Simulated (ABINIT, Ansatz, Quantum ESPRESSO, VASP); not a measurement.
MgB: 5 runs at one level of theory

```
Mg B
1.0
     2.89515    0.00000    0.00000
     0.00000    2.89515    0.00000
     0.00000    0.00000    2.89515
Mg B
1 1
Direct
  0.99479 0.00429 0.99608
  0.50673 0.48562 0.50272
```

The cell comes from a database or a generator and needn't be the stable form of this composition.

Atoms were shifted at random by some hundredths of an Å from the given cell, which wasn't relaxed again for these runs.

Alike in all runs: task single point; functional PBE; k mesh 9 × 9 × 9; occupations fermi-dirac, width 0.05 eV; no spin polarisation; no spin-orbit coupling. Pressure is positive in compression and, in plane waves, holds the error of the finite cutoff, which Ansatz's Pulay term estimates and takes out.

| program and potentials | plane-wave cutoff (eV) | notes | pressure (GPa) | largest force (eV/Å) | energy over the undisturbed cell (meV/atom) |
| --- | --- | --- | --- | --- | --- |
| VASP, PBE PAW files B, Mg, 520 eV | 520 | 2.5 valence electrons an atom on average | 0.11 | 0.279 | - |
| Quantum ESPRESSO, SSSP 1.3 efficiency PBE | 748 | 2.5 valence electrons an atom on average | 0.03 | 0.278 | 4.65 |
| ABINIT, JTH PAW PBE v2.0 | 517 | 6.5 valence electrons an atom on average | -0.02 | 0.279 | 4.66 |
| Ansatz, all-electron LAPW, scalar-relativistic | - | - | 0.29 | 0.277 | - |
| Ansatz, Ansatz PAW (earlier soft set) | 420 | 6.5 valence electrons an atom on average; Pulay term of +0.06 GPa included | 0.33 | 0.277 | 4.63 |

Force on atom 1 (Mg), eV/Å:

```csv
program and potentials,x,y,z
"VASP, PBE PAW files B, Mg, 520 eV",0.144,-0.224,0.080
"Quantum ESPRESSO, SSSP 1.3 efficiency PBE",0.144,-0.224,0.080
"ABINIT, JTH PAW PBE v2.0",0.145,-0.225,0.081
"Ansatz, all-electron LAPW, scalar-relativistic",0.144,-0.223,0.080
"Ansatz, Ansatz PAW (earlier soft set)",0.144,-0.223,0.080
```

The pressure spans -0.02 (ABINIT, JTH PAW PBE v2.0) to 0.33 GPa (Ansatz, Ansatz PAW (earlier soft set)), with all-electron results at 0.29.

Differences between rows come from potentials, basis sets and numerical settings, since the functional is the same but for its coding. Runs on potential files found faulty are left out.
